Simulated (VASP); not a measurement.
Runs of VASP 6.6.1 on K. Symmetry: Im-3m, No. 229, cubic system. The conventional cell has a = 5.225 Å, b = 5.225 Å, c = 5.225 Å, α = 90.00°, β = 90.00°, γ = 90.00°. 

| level | potentials or basis | gap on the mesh (eV) | pressure (GPa) | relaxed volume (Å³/atom) |
| --- | --- | --- | --- | --- |
| r2SCAN | VASP PAW PBE potentials, release 64 (K_sv) | none | 0.0 | (b) |
| LDA | VASP PAW LDA potentials, release 64 (K_sv) | none | 0.0 | (a) |
| PBEsol | VASP PAW PBE potentials, release 64 (K_sv) | none | 0.0 | 70.94 |
| PBE | VASP PAW PBE potentials, release 64 (K_sv) | none | 0.0 | 73.44 |
| PBE+D3(BJ) | VASP PAW PBE potentials, release 64 (K_sv) | none | 0.0 | 68.89 |

Alike in all rows: task relaxation of cell and atoms; no spin polarisation; cell relaxed; k mesh 12 × 12 × 12; cutoff (eV) 600; smearing methfessel-paxton 0.1 eV.

**Question.** Estimate the missing entries.

**Answer.** (a) 64.20; (b) 76.35.

Caveats: the PAW data sets were made with another functional, which shifts forces and pressure a little (some runs); pairwise dispersion overbinds metals, which lowers pressure and volume (some runs).

A k mesh can miss the band edges.

A gap of «none» marks a metal or a gap under the smearing width.

Not every run made on this cell is shown here.
